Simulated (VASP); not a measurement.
VASP input:

**INCAR**
```
ALGO  =  Normal
SYSTEM  =  KZnF3
ENCUT  =  520
NELM  =  100   ! most electronic steps
EDIFF  =  1E-7
SIGMA  =  0.05   ! width (eV)
PREC  =  Accurate
LASPH  =  .TRUE.   ! aspherical one-centre terms
LWAVE  =  .FALSE.
ISIF  =  2
LCHARG  =  .FALSE.
LREAL  =  .FALSE.   ! projection in real space or not
LMAXMIX  =  4   ! l cut-off of mixed one-centre charges
ISMEAR  =  0   ! Gaussian
```

File POSCAR:
```
KZnF3
3.9794620
  0.9999999855   0.0000000000   0.0000000000
  0.0000000000   0.9999999855   0.0000000000
  0.0000000000   0.0000000000   0.9999999855
K Zn F
1 1 3
Cart
  0.0000000000   0.0000000000   0.0000000000
  0.4999999928   0.4999999928   0.4999999928
  0.4999999928   0.0000000000   0.4999999928
  0.0000000000   0.4999999928   0.4999999928
  0.4999999928   0.4999999928   0.0000000000
```

KPOINTS:
```
kpoints
0
G
6 6 6
0 0 0
```

POTCAR, in this order: K_sv Zn F (LDA.64 set). Program: vasp_std.

Problem. Translate this LDA calculation to Ansatz.

Solution. One equivalent input (not run):
Ansatz 0.2 input:
```yaml
crystal:
  lattice:
    - [3.9794619, 0.0000000, 0.0000000]
    - [0.0000000, 3.9794619, 0.0000000]
    - [0.0000000, 0.0000000, 3.9794619]
  atoms:
    - { symbol: K, position: [0.0000000, 0.0000000, 0.0000000] }
    - { symbol: Zn, position: [0.5000000, 0.5000000, 0.5000000] }
    - { symbol: F, position: [0.5000000, 0.0000000, 0.5000000] }
    - { symbol: F, position: [0.0000000, 0.5000000, 0.5000000] }
    - { symbol: F, position: [0.5000000, 0.5000000, 0.0000000] }
kpoints:
  mp_grid: { grid: [6, 6, 6] }
hamiltonian:
  xc: lda
  pseudopotentials: { kind: paw }
scf:
  occupations: { method: gaussian, width: 0.05 }
  max_iter: 100
output: { forces: true, stress: true, eigenvalues: true }
```
Limits of the translation: each code has its own PAW files, so the cut-off isn't converted (ENCUT is set for VASP's; basis.ecutwfc is left out, and Ansatz then takes the one that its files recommend); Ansatz stops its SCF on the density residual and VASP on the energy change (EDIFF); Ansatz's lda is the Perdew-Wang form, while the LDA potentials of VASP carry Perdew-Zunger's.

The compound is KZnF3 in the cubic perovskite structure. It was relaxed first, which changed the volume by -5 %.
